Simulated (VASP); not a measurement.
# Bi: structure and properties in VASP, part 5 of 5

Wanted: the relaxed cell of Bi and its properties. Left out of this account: at least 1 further run (phonons: it ended without a result to show). This is not the structure that Bi takes at ambient conditions. The start is a computed cell from the Materials Project.

VASP 6.6.1; r2SCAN with rVV10; plane waves and PAW (Bi_d).

Still holding for the runs below: This run has no spin polarisation. Its electron count is odd, so without a moment it is a metal by construction. The k-mesh is coarse for a metal.

So far. Step 10 (Volume scan with r2SCAN + rVV10 (run 4)): The run ends at a pressure of 0.01 GPa.

The starting crystal is not the ambient structure of Bi (space group No. 166); it is a model or a phase of other conditions.

## (11) Volume scan with r2SCAN + rVV10 (run 5)

INCAR

```
SYSTEM = Bi
PREC = Accurate
ENCUT = 400
EDIFF = 1E-06
NELM = 100
ISMEAR = 1
SIGMA = 0.2
LREAL = .FALSE.
ALGO = Normal
METAGGA = R2SCAN
LUSE_VDW = .TRUE.
IVDW_NL = 2
BPARAM = 11.95
CPARAM = 0.0093
LASPH = .TRUE.
NBANDS = 13
LORBIT = 11
LWAVE = .FALSE.
LCHARG = .FALSE.
KPAR = 2
ISIF = 2
```

POSCAR

```
Bi
1.0
   -1.9864983465      1.9864983465      1.9864983465
    1.9864983465     -1.9864983465      1.9864983465
    1.9864983465      1.9864983465     -1.9864983465
Bi
1
Direct
    0.0000000000      0.0000000000      0.0000000000
```

KPOINTS

```
Automatic mesh
0
Gamma
10 10 10
0 0 0
```

Potentials, in the order of the species: Bi_d (PBE family, release 64).

Started as:

```sh
$ mpirun -np 2 vasp_std
```

What it wrote:

```text
[... set-up lines as in an earlier step ...]
 entering main loop
       N       E                     dE             d eps       ncg     rms          rms(c)
Total rVV10 correction in eV:      0.3759657    16.1245764
Total rVV10 correction in eV:      0.3759657    16.1245764
DAV:   1     0.478000334902E+02    0.47800E+02   -0.69913E+03  1232   0.114E+03
DAV:   2    -0.555571053597E+02   -0.10336E+03   -0.10077E+03  1297   0.317E+02
DAV:   3    -0.612458454042E+02   -0.56887E+01   -0.56718E+01  1540   0.796E+01
DAV:   4    -0.613779689107E+02   -0.13212E+00   -0.13207E+00  1560   0.131E+01
DAV:   5    -0.613844569566E+02   -0.64880E-02   -0.64879E-02  1621   0.259E+00    0.728E-01
Total rVV10 correction in eV:      0.3730260    16.1245763
Total rVV10 correction in eV:      0.3730260    16.1245763
DAV:   6    -0.579084581067E+02    0.34760E+01   -0.88335E-01  1457   0.175E+01    0.601E-01
Total rVV10 correction in eV:      0.3726319    16.1245763
Total rVV10 correction in eV:      0.3726319    16.1245763
DAV:   7    -0.579074377390E+02    0.10204E-02   -0.86069E-03  1721   0.112E+00    0.384E-01
[...]
Total rVV10 correction in eV:      0.3710668    16.1245763
Total rVV10 correction in eV:      0.3710668    16.1245763
DAV:  10    -0.579097724937E+02    0.78969E-04   -0.57943E-04  1694   0.393E-01    0.173E-02
Total rVV10 correction in eV:      0.3711276    16.1245763
Total rVV10 correction in eV:      0.3711276    16.1245763
DAV:  11    -0.579097621208E+02    0.10373E-04   -0.35662E-05  1492   0.101E-01    0.528E-03
Total rVV10 correction in eV:      0.3711447    16.1245763
Total rVV10 correction in eV:      0.3711447    16.1245763
DAV:  12    -0.579097633940E+02   -0.12733E-05   -0.10522E-05  1779   0.500E-02    0.324E-03
Total rVV10 correction in eV:      0.3711410    16.1245763
Total rVV10 correction in eV:      0.3711410    16.1245763
DAV:  13    -0.579097622315E+02    0.11625E-05   -0.17823E-06   796   0.232E-02    0.415E-04
Total rVV10 correction in eV:      0.3711414    16.1245763
Total rVV10 correction in eV:      0.3711414    16.1245763
DAV:  14    -0.579097622195E+02    0.12013E-07   -0.11238E-07   781   0.301E-03
Total rVV10 correction in eV:      0.3711416    16.1245763
Total rVV10 correction in eV:      0.3711416    16.1245763
Total rVV10 correction in eV:      0.3711407    16.1245763
Total rVV10 correction in eV:      0.3711407    16.1245763
   1 F= -.57909762E+02 E0= -.57909992E+02  d E =0.688640E-03
```

Run time: 85 s. Hardware: 2 MPI ranks of AMD EPYC 7R43, shared host; peak memory 0.34 GiB.

OUTCAR, selected parts (step 11):

```text
  Total       -0.2263981     -0.2263981     -0.2263981     -0.0000000      0.0000000     -0.0000000
  in kB      -11.5680103    -11.5680103    -11.5680103     -0.0000000      0.0000000     -0.0000000
  external PRESSURE =     -11.5680103 kB  Pullay stress =       0.0000000 kB

  FREE ENERGIE OF THE ION-ELECTRON SYSTEM (eV)
  ---------------------------------------------------
  free  energy   TOTEN  =       -57.9097622195 eV

  energy  without entropy=      -57.9104508592  energy(sigma->0) =      -57.90999177

[... 2 parts as in an earlier step ...]

[... 2 further parts left out ...]
[key lines of the parts left out:]
E-fermi :   7.6966
```

The pressure falls from 0.01 to -1.16 GPa.

The run ends at a pressure of -1.16 GPa.

## (12) Volume scan with r2SCAN + rVV10 (run 6)

INCAR is that of step 11.

POSCAR

```
Bi
1.0
   -1.9993980479      1.9993980479      1.9993980479
    1.9993980479     -1.9993980479      1.9993980479
    1.9993980479      1.9993980479     -1.9993980479
Bi
1
Direct
    0.0000000000      0.0000000000      0.0000000000
```

KPOINTS is that of step 11.

Started as:

```sh
$ mpirun -np 2 vasp_std
```

What it wrote:

```text
[... set-up lines as in an earlier step ...]
 entering main loop
       N       E                     dE             d eps       ncg     rms          rms(c)
Total rVV10 correction in eV:      0.3795333    16.1245764
Total rVV10 correction in eV:      0.3795333    16.1245764
DAV:   1     0.486003202296E+02    0.48600E+02   -0.69268E+03  1238   0.112E+03
DAV:   2    -0.552769322089E+02   -0.10388E+03   -0.10126E+03  1307   0.323E+02
DAV:   3    -0.612352543776E+02   -0.59583E+01   -0.59408E+01  1545   0.814E+01
DAV:   4    -0.613760457876E+02   -0.14079E+00   -0.14075E+00  1546   0.133E+01
DAV:   5    -0.613821098262E+02   -0.60640E-02   -0.60639E-02  1729   0.239E+00    0.721E-01
Total rVV10 correction in eV:      0.3764962    16.1245770
Total rVV10 correction in eV:      0.3764962    16.1245770
DAV:   6    -0.579023839247E+02    0.34797E+01   -0.89861E-01  1447   0.176E+01    0.616E-01
Total rVV10 correction in eV:      0.3760651    16.1245770
Total rVV10 correction in eV:      0.3760651    16.1245770
DAV:   7    -0.579012246203E+02    0.11593E-02   -0.82434E-03  1683   0.111E+00    0.395E-01
[...]
Total rVV10 correction in eV:      0.3743928    16.1245770
Total rVV10 correction in eV:      0.3743928    16.1245770
DAV:  10    -0.579036938090E+02    0.78253E-04   -0.59448E-04  1697   0.396E-01    0.177E-02
Total rVV10 correction in eV:      0.3744530    16.1245770
Total rVV10 correction in eV:      0.3744530    16.1245770
DAV:  11    -0.579036828907E+02    0.10918E-04   -0.36137E-05  1472   0.102E-01    0.561E-03
Total rVV10 correction in eV:      0.3744706    16.1245770
Total rVV10 correction in eV:      0.3744706    16.1245770
DAV:  12    -0.579036841488E+02   -0.12581E-05   -0.11609E-05  1774   0.525E-02    0.334E-03
Total rVV10 correction in eV:      0.3744664    16.1245770
Total rVV10 correction in eV:      0.3744664    16.1245770
DAV:  13    -0.579036829386E+02    0.12102E-05   -0.19301E-06   796   0.240E-02    0.437E-04
Total rVV10 correction in eV:      0.3744670    16.1245770
Total rVV10 correction in eV:      0.3744670    16.1245770
DAV:  14    -0.579036829272E+02    0.11434E-07   -0.11781E-07   736   0.307E-03
Total rVV10 correction in eV:      0.3744673    16.1245770
Total rVV10 correction in eV:      0.3744673    16.1245770
Total rVV10 correction in eV:      0.3744663    16.1245770
Total rVV10 correction in eV:      0.3744663    16.1245770
   1 F= -.57903683E+02 E0= -.57904011E+02  d E =0.985698E-03
```

It took 85 s on 2 MPI ranks; peak memory 0.34 GiB; 2.8 min of CPU time.

From OUTCAR (step 12):

```text
  Total       -0.4381550     -0.4381550     -0.4381550      0.0000000     -0.0000000      0.0000000
  in kB      -21.9573842    -21.9573842    -21.9573842      0.0000000     -0.0000000      0.0000000
  external PRESSURE =     -21.9573842 kB  Pullay stress =       0.0000000 kB

 POSITION                                       TOTAL-FORCE (eV/Angst)
 -----------------------------------------------------------------------------------
      0.00000      0.00000      0.00000        -0.000000      0.000000      0.000000
 -----------------------------------------------------------------------------------
    total drift:                               -0.000000     -0.000000      0.000000

  FREE ENERGIE OF THE ION-ELECTRON SYSTEM (eV)
  ---------------------------------------------------
  free  energy   TOTEN  =       -57.9036829272 eV

  energy  without entropy=      -57.9046686257  energy(sigma->0) =      -57.90401149

[... 1 part as in an earlier step ...]

[... 2 further parts left out ...]
[key lines of the parts left out:]
E-fermi :   7.4553
```

The pressure falls from -1.16 to -2.20 GPa.

The run ends at a pressure of -2.20 GPa.

## (13) Volume scan with r2SCAN + rVV10 (run 7)

A prediction first. A least-squares parabola for the 6 pressures of evenly scaled cells so far, P = 0.00 -61.5 t +141 t² GPa with t = ln(V/V₁) and V₁ the volume at scale 1, gives -3.10 GPa at t = +0.0583.

INCAR is that of step 12.

POSCAR

```
Bi
1.0
   -2.0121334107      2.0121334107      2.0121334107
    2.0121334107     -2.0121334107      2.0121334107
    2.0121334107      2.0121334107     -2.0121334107
Bi
1
Direct
    0.0000000000      0.0000000000      0.0000000000
```

KPOINTS is that of step 12.

Started as:

```sh
$ mpirun -np 2 vasp_std
```

What it wrote:

```text
[... set-up lines as in an earlier step ...]
 entering main loop
       N       E                     dE             d eps       ncg     rms          rms(c)
Total rVV10 correction in eV:      0.3830278    16.1245764
Total rVV10 correction in eV:      0.3830278    16.1245764
DAV:   1     0.478986346602E+02    0.47899E+02   -0.69488E+03  1227   0.112E+03
DAV:   2    -0.555250185293E+02   -0.10342E+03   -0.10051E+03  1287   0.315E+02
DAV:   3    -0.612433164189E+02   -0.57183E+01   -0.56919E+01  1555   0.798E+01
DAV:   4    -0.613699141291E+02   -0.12660E+00   -0.12658E+00  1493   0.126E+01
DAV:   5    -0.613757872844E+02   -0.58732E-02   -0.58730E-02  1701   0.239E+00    0.712E-01
Total rVV10 correction in eV:      0.3798958    16.1245774
Total rVV10 correction in eV:      0.3798958    16.1245774
DAV:   6    -0.578924483307E+02    0.34833E+01   -0.90399E-01  1437   0.176E+01    0.627E-01
Total rVV10 correction in eV:      0.3794233    16.1245774
Total rVV10 correction in eV:      0.3794233    16.1245774
DAV:   7    -0.578912277452E+02    0.12206E-02   -0.83622E-03  1671   0.111E+00    0.403E-01
[...]
Total rVV10 correction in eV:      0.3776392    16.1245774
Total rVV10 correction in eV:      0.3776392    16.1245774
DAV:  10    -0.578938362879E+02    0.76993E-04   -0.59340E-04  1729   0.392E-01    0.174E-02
Total rVV10 correction in eV:      0.3776974    16.1245774
Total rVV10 correction in eV:      0.3776974    16.1245774
DAV:  11    -0.578938258668E+02    0.10421E-04   -0.33152E-05  1497   0.968E-02    0.612E-03
Total rVV10 correction in eV:      0.3777163    16.1245774
Total rVV10 correction in eV:      0.3777163    16.1245774
DAV:  12    -0.578938270443E+02   -0.11776E-05   -0.13111E-05  1772   0.559E-02    0.340E-03
Total rVV10 correction in eV:      0.3777117    16.1245774
Total rVV10 correction in eV:      0.3777117    16.1245774
DAV:  13    -0.578938258133E+02    0.12310E-05   -0.19796E-06   784   0.242E-02    0.410E-04
Total rVV10 correction in eV:      0.3777124    16.1245774
Total rVV10 correction in eV:      0.3777124    16.1245774
DAV:  14    -0.578938257957E+02    0.17606E-07   -0.12325E-07   731   0.313E-03
Total rVV10 correction in eV:      0.3777128    16.1245774
Total rVV10 correction in eV:      0.3777128    16.1245774
Total rVV10 correction in eV:      0.3777118    16.1245774
Total rVV10 correction in eV:      0.3777118    16.1245774
   1 F= -.57893826E+02 E0= -.57894230E+02  d E =0.121233E-02
```

Run time: 85 s. Hardware: 2 MPI ranks; peak memory 0.36 GiB; 2.8 min of CPU time.

From OUTCAR (step 13):

```text
  Total       -0.6352716     -0.6352716     -0.6352716     -0.0000000     -0.0000000      0.0000000
  in kB      -31.2348709    -31.2348709    -31.2348709     -0.0000000     -0.0000000      0.0000000
  external PRESSURE =     -31.2348709 kB  Pullay stress =       0.0000000 kB

  FREE ENERGIE OF THE ION-ELECTRON SYSTEM (eV)
  ---------------------------------------------------
  free  energy   TOTEN  =       -57.8938257957 eV

  energy  without entropy=      -57.8950381234  energy(sigma->0) =      -57.89422990

[... 2 parts as in an earlier step ...]

[... 2 further parts left out ...]
[key lines of the parts left out:]
E-fermi :   7.2226
```

The pressure falls from -2.20 to -3.12 GPa. The parabola predicted -3.10 GPa, +0.02 GPa off.

## (14) Comparing the runs

Times are for 2 MPI ranks of AMD EPYC 7R43, shared host. The runs compared:

| no. | volume scale | energy above the lowest point (meV/atom) | pressure (GPa) | time | memory (GiB) |
| --- | --- | --- | --- | --- | --- |
| 1 | 0.94 | 25.46 | 4.353 | 85 s | 0.35 |
| 2 | 0.96 | 11.31 | 2.744 | 76 s | 0.33 |
| 3 | 0.98 | 3.02 | 1.302 | 83 s | 0.34 |
| 4 | 1 | 0 | 0.006815 | 82 s | 0.35 |
| 5 | 1.02 | 1.74 | -1.157 | 85 s | 0.34 |
| 6 | 1.04 | 7.72 | -2.196 | 85 s | 0.34 |
| 7 | 1.06 | 17.5 | -3.123 | 85 s | 0.36 |

## (15) Fit for r2SCAN + rVV10

This step: Birch-Murnaghan fit, r2SCAN with rVV10; plane waves and PAW (VASP 6.6.1).

No new run; the numbers come from the runs before.

Numbers from this step:

```yaml
pressure_derivative_of_the_bulk_modulus: 4.394
r_m_s_error_of_the_fit: 6.38e-6 eV/atom
minimum_inside_the_sampled_range: yes
bulk_modulus: 60.98 GPa
equilibrium_volume_of_the_fit: 30.81 Å³/atom
```

Table of energy above the fitted minimum by volume:

| volume (Å³/atom) | energy above the fitted minimum (eV/atom) |
| --- | --- |
| 28.90 | 0.0255 |
| 29.51 | 0.0113 |
| 30.13 | 0.00304 |
| 30.74 | 2.3e-5 |
| 31.36 | 0.00176 |
| 31.97 | 0.00774 |
| 32.59 | 0.0175 |

The fit over cells of fixed shape and fractional positions puts the volume +0.24 % from the relaxed one. At a finite cutoff and mesh the minimum of the energy and the zero of the stress don't quite coincide, and the relaxation stops at a threshold.

## (16) Self-consistent run (r2SCAN + rVV10) with a changed input

This step: r2SCAN with rVV10; plane waves and PAW (Bi_d) (VASP 6.6.1).

This run is made with a changed input; what comes of it follows.

INCAR: that of step 13 with these lines changed.

```diff
@@ -4,3 +4,3 @@
 EDIFF = 1E-06
-NELM = 100
+NELM = 89
 ISMEAR = 1
@@ -21 +21,3 @@
 ISIF = 2
+ISPIN = 2
+MAGMOM = up
```

POSCAR

```
Bi
1.0
   -1.9734289001      1.9734289001      1.9734289001
    1.9734289001     -1.9734289001      1.9734289001
    1.9734289001      1.9734289001     -1.9734289001
Bi
1
Direct
    0.0000000000      0.0000000000      0.0000000000
```

KPOINTS is that of step 13.

Started as:

```sh
$ mpirun -np 2 vasp_std
```

What it wrote:

```text
[... set-up lines as in an earlier step ...]
 entering main loop
       N       E                     dE             d eps       ncg     rms          rms(c)
Total rVV10 correction in eV:      0.3723223    16.1245764
Total rVV10 correction in eV:      0.3723223    16.1245764
DAV:   1     0.487331873565E+02    0.48733E+02   -0.72107E+03  2490   0.119E+03
DAV:   2    -0.552057220187E+02   -0.10394E+03   -0.10090E+03  2609   0.323E+02
DAV:   3    -0.610735368693E+02   -0.58678E+01   -0.58216E+01  2990   0.808E+01
DAV:   4    -0.612112787072E+02   -0.13774E+00   -0.13770E+00  3076   0.131E+01
DAV:   5    -0.612173110280E+02   -0.60323E-02   -0.60322E-02  3321   0.244E+00    0.432E+00
Total rVV10 correction in eV:      0.3694375    16.1245756
Total rVV10 correction in eV:      0.3694375    16.1245756
DAV:   6    -0.579003824770E+02    0.33169E+01   -0.92311E-01  2899   0.177E+01    0.170E+00
Total rVV10 correction in eV:      0.3690823    16.1245756
Total rVV10 correction in eV:      0.3690823    16.1245756
DAV:   7    -0.579092170175E+02   -0.88345E-02   -0.22020E-02  2704   0.146E+00    0.386E-01
Total rVV10 correction in eV:      0.3686830    16.1245756
Total rVV10 correction in eV:      0.3686830    16.1245756
DAV:   8    -0.579103856886E+02   -0.11687E-02   -0.43951E-03  3258   0.808E-01    0.234E-01
Total rVV10 correction in eV:      0.3679240    16.1245756
Total rVV10 correction in eV:      0.3679240    16.1245756
DAV:   9    -0.579119737321E+02   -0.15880E-02   -0.51537E-03  3333   0.859E-01    0.881E-02
Total rVV10 correction in eV:      0.3678510    16.1245756
Total rVV10 correction in eV:      0.3678510    16.1245756
DAV:  10    -0.579117047619E+02    0.26897E-03   -0.40292E-04  3175   0.204E-01    0.538E-02
Total rVV10 correction in eV:      0.3677056    16.1245756
Total rVV10 correction in eV:      0.3677056    16.1245756
DAV:  11    -0.579116072857E+02    0.97476E-04   -0.48874E-04  3172   0.354E-01    0.201E-02
Total rVV10 correction in eV:      0.3677001    16.1245756
Total rVV10 correction in eV:      0.3677001    16.1245756
DAV:  12    -0.579116215939E+02   -0.14308E-04   -0.23751E-05  2822   0.493E-02    0.618E-03
Total rVV10 correction in eV:      0.3677180    16.1245756
Total rVV10 correction in eV:      0.3677180    16.1245756
DAV:  13    -0.579116216376E+02   -0.43641E-07   -0.39378E-06  3114   0.316E-02
Total rVV10 correction in eV:      0.3677342    16.1245756
Total rVV10 correction in eV:      0.3677342    16.1245756
Total rVV10 correction in eV:      0.3677288    16.1245756
Total rVV10 correction in eV:      0.3677288    16.1245756
   1 F= -.57911622E+02 E0= -.57911728E+02  d E =0.317953E-03  mag=     0.0000
```

Run time: 2.5 min. Hardware: 2 MPI ranks; peak memory 0.34 GiB; 4.3 min of CPU time.

OUTCAR, selected parts (step 16):

```text
   NELECT =      15.0000    total number of electrons

 E-fermi :   7.9473

 spin component 1
 k-point     1 :       0.0000    0.0000    0.0000
  band No.  band energies     occupation
    ...
      2     -15.7525      1.00000
      3     -15.7525      1.00000
      4     -15.6033      1.00000
      5     -15.6033      1.00000
      6      -6.2378      1.00000
      7      13.4175      0.00000
      8      13.4175      0.00000
      9      13.4175      0.00000
     10      18.2474      0.00000
     11      19.2330      0.00000
    ...

 k-point     2 :       0.1000    0.0000    0.0000
  band No.  band energies     occupation
    ...
      2     -15.7451      1.00000
      3     -15.7298      1.00000
      4     -15.6084      1.00000
      5     -15.6043      1.00000
      6      -6.0420      1.00000
      7      11.6654     -0.00000
      8      12.8300      0.00000
      9      13.2520      0.00000
     10      17.6754      0.00000
     11      18.2733      0.00000
    ...

  Total        0.0022128      0.0022128      0.0022128     -0.0000000     -0.0000000      0.0000000
  in kB        0.1153281      0.1153281      0.1153281     -0.0000000     -0.0000000      0.0000000
  external PRESSURE =       0.1153281 kB  Pullay stress =       0.0000000 kB

 POSITION                                       TOTAL-FORCE (eV/Angst)
 -----------------------------------------------------------------------------------
      0.00000      0.00000      0.00000        -0.000000     -0.000000     -0.000000
 -----------------------------------------------------------------------------------
    total drift:                               -0.000000      0.000000      0.000000

  FREE ENERGIE OF THE ION-ELECTRON SYSTEM (eV)
  ---------------------------------------------------
  free  energy   TOTEN  =       -57.9116216376 eV

  energy  without entropy=      -57.9119395908  energy(sigma->0) =      -57.91172762

 magnetization (x)
# of ion       s       p       d       tot
------------------------------------------
    1       -0.000   0.000   0.000   0.000

[... 9 parts as in an earlier step ...]

[... 13 further parts left out ...]
```

The run converged, and its energy and pressure stay near those of the sound run.

Energy and pressure equal those of the sound run on this cell, within 0.05 meV an atom and 0.01 GPa.

Settings moved from the usual: NELM = 89, ISPIN = 2 and MAGMOM = up.

MAGMOM takes numbers; a word is not a valid entry.

## (17) Outcome

| Item | Value |
| --- | --- |
| relaxed volume | 30.74 Å³/atom |
| relaxed conventional cell a, b, c | 3.947, 3.947, 3.947 Å |
| space group after relaxing, within 0.02 Å | Im-3m (No. 229) |
| band gap | none, a metal |
| DOS at the Fermi level | 0.647 states/eV/cell |
| bulk modulus from the fit | 61.0 GPa |
| volume from the fit | 30.8 Å³/atom |

In words: With r2SCAN + rVV10, Bi relaxes to 30.74 Å³/atom in space group Im-3m (held by the symmetry of the run), comes out as a metal and has a bulk modulus of 61.0 GPa. Band structure (r2SCAN + rVV10): Of the bands kept, 3 cross the Fermi level on this path. Spin-orbit coupling is left out, and with elements this heavy it would split and shift bands near the Fermi level. The k-sampling is coarse for a metal, so the Fermi level, pressures and the shape of the cell carry errors. No search among competing phases was made. All values are for a static lattice at zero temperature.

[Lines on the potential files, build, host, timing and source positions are cut from VASP's logs without a mark.]

[Logs are printed without paths, hosts, clocks, repeated set-up lines and the standing remarks that a program may print on its own settings, such as how far it seeks lower states.]

[Hosts, paths, dates, database ids (printed as entryN), source tags and the programs' standing remarks are cut or masked in the printed files.]

[A measured line is paired with the nearest computed mode of its activity, which favours agreement.]

[In band tables of VASP the shares of atoms and orbitals are scaled to a sum of 1 inside the atoms' spheres.]
